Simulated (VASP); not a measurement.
Wanted: the native input for a VASP 6.6.1 run.

* Task: relaxation of cell and atoms
* Functional: r2SCAN
* Potentials or basis: VASP PAW PBE potentials, release 64 (As)
* Cutoff: 600 eV
* k mesh: 12 × 12 × 12
* Occupations: methfessel-paxton, width 0.1 eV
* Spin: no spin polarisation
* Further INCAR settings: ALGO = Normal; EDIFF = 1e-06; IBRION = 2; EDIFFG = -0.01; NSW = 90; ISIF = 3

The structure of As lies in POSCAR:

```
As
1.0
    1.8807968987      1.0858785957      3.5140619945
   -1.8807968987      1.0858785957      3.5140619945
    0.0000000000     -2.1717571915      3.5140619945
As
2
Direct
    0.7740000000      0.7740000000      0.7740000000
    0.2260000000      0.2260000000      0.2260000000
```

The input as run:

INCAR

```
PREC = Accurate
ENCUT = 600
EDIFF = 1E-6
ISMEAR = 1
SIGMA = 0.1
LREAL = F
LASPH = T
NELM = 80
ALGO = Normal
ISIF = 3
LWAVE = F
LCHARG = F
METAGGA = R2SCAN
LMIXTAU = T
IBRION = 2
NSW = 90
EDIFFG = -0.01
```

KPOINTS

```
Automatic mesh
0
Gamma
  12 12 12
```

Potentials or basis: VASP PAW PBE potentials, release 64 (As).

Command:

```bash
$ cat potpaw_PBE.64/As/POTCAR > POTCAR
$ mpirun -np 1 vasp_std > vasp.out
```

It gave:

The relaxed volume is 28.27 Å³/atom and the relaxed cell is a = 5.474 Å, b = 5.474 Å, c = 5.474 Å, α = 38.29°, β = 38.29°, γ = 38.29°. The space group after relaxing (to 0.05 Å) is R-3m (No. 166). The energy gained by relaxing is 20.0 meV/atom. The ionic steps are 26, the pressure after relaxing is 0.0 GPa and the band gap on the k mesh is 0.56 eV, indirect (least direct gap 1.19 eV).

Caveat: the volume moved by over 15 % at a fixed basis, so the end points are rough; the PAW data sets were made with another functional, which shifts forces and pressure a little; the volume moved by +31 % from the deposited cell, more than functionals usually miss.

Run time: 56 min on 1 thread of Intel(R) Xeon(R) 6975P-C (Granite Rapids), on a shared host, peak memory 0.28 GiB.
